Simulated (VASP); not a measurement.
An input for Quantum ESPRESSO's pw.x (written as the equivalent of a VASP run, and not itself run):

```
&CONTROL
  calculation = 'vc-relax'
  pseudo_dir = './pseudo'
  outdir = './out'
  tprnfor = .true.
  tstress = .true.
  nstep = 30
  forc_conv_thr = 0.00039
/
&SYSTEM
  ibrav = 0
  nat = 4
  ntyp = 2
  ecutwfc = 84
  occupations = 'smearing'
  smearing = 'gaussian'
  degauss = 0.003675
  input_dft = 'pbesol'
/
&ELECTRONS
  conv_thr = 7.3e-09
  electron_maxstep = 100
/
&IONS
/
&CELL
  cell_dofree = 'shape'
/
ATOMIC_SPECIES
  B 10.810 B.upf
  N 14.007 N.upf
CELL_PARAMETERS angstrom
     1.2526905   -2.1697240    0.0000000
     1.2526905    2.1697240    0.0000000
     0.0000000    0.0000000    6.8224324
ATOMIC_POSITIONS crystal
  B    0.3333330  0.6666670  0.2500000
  B    0.6666670  0.3333330  0.7500000
  N    0.6666670  0.3333330  0.2500000
  N    0.3333330  0.6666670  0.7500000
K_POINTS automatic
  10 10 4 0 0 0
```

Write the VASP files for the same calculation (PBEsol).

Several could match; the one computed here: 
### INCAR
```
# general
SYSTEM  =  BN
PREC    =  Accurate
ENCUT   =  520
LREAL   =  .False.   # projection in real space or not
LASPH   =  .True.   # aspherical one-centre terms

# electronic loop
EDIFF   =  1E-7
NELM    =  100
ALGO    =  Normal   # blocked Davidson

# smearing
ISMEAR  =  0
SIGMA   =  0.05   # width (eV)

# functional
GGA     =  PS

# ions
IBRION  =  2   # conjugate gradients
NSW     =  30   # most ionic steps
ISIF    =  4
EDIFFG  =  -0.01

# output
LWAVE   =  .False.
LCHARG  =  .False.
```

KPOINTS:
```
Automatic
0
G
  10 10 4
```

POSCAR:
```
BN
1.0
  1.2526904821  -2.1697239507   0.0000000000
  1.2526904821   2.1697239507   0.0000000000
  0.0000000000   0.0000000000   6.8224324319
B N
2 2
Direct
  0.3333330000   0.6666670000   0.2500000000
  0.6666670000   0.3333330000   0.7500000000
  0.6666670000   0.3333330000   0.2500000000
  0.3333330000   0.6666670000   0.7500000000
```

POTCAR, in this order: B N (PBE.64 set). Program: vasp_std.

Limits of the translation: the potentials are each code's own (VASP's PAW set, PseudoDojo norm-conserving files in pw.x), so ENCUT and ecutwfc are chosen apart and not converted; conv_thr bounds pw.x's estimated SCF error, while EDIFF bounds the energy change between steps; forc_conv_thr acts on force components and is met together with etot_conv_thr.

The compound is BN in the hex structure. It was relaxed first.
